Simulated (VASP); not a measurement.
Data:

```
CELL_PARAMETERS angstrom
      1.36549    -2.36510     0.00000
      1.36549     2.36510     0.00000
      0.00000     0.00000     4.30623
ATOMIC_POSITIONS crystal
  Os 0.33333 0.66667 0.25000
  Os 0.63920 0.30587 0.75000
```

All values below come from PBEsol GGA, VASP's PBE PAW potentials (set 64) (plane waves; VASP). Settings: 480 eV cut-off, 14×14×8 Γ-centred mesh, first-order Methfessel-Paxton smearing of 0.10 eV, potentials Os.

Which forces act on the atoms, in eV/Å?

```tsv
atom	Fx	Fy	Fz
Os1	-0.651	0.013	0.000
Os2	0.651	-0.013	0.000
```

Give the stress tensor in GPa (positive for a compressed cell).

```
0.29  1.73  0.00
1.73  0.24  0.00
0.00  0.00  0.65
```
The pressure is its mean diagonal, 0.40 GPa.

The compound is Os in the hcp structure. This cell was strained or had an atom moved on purpose.
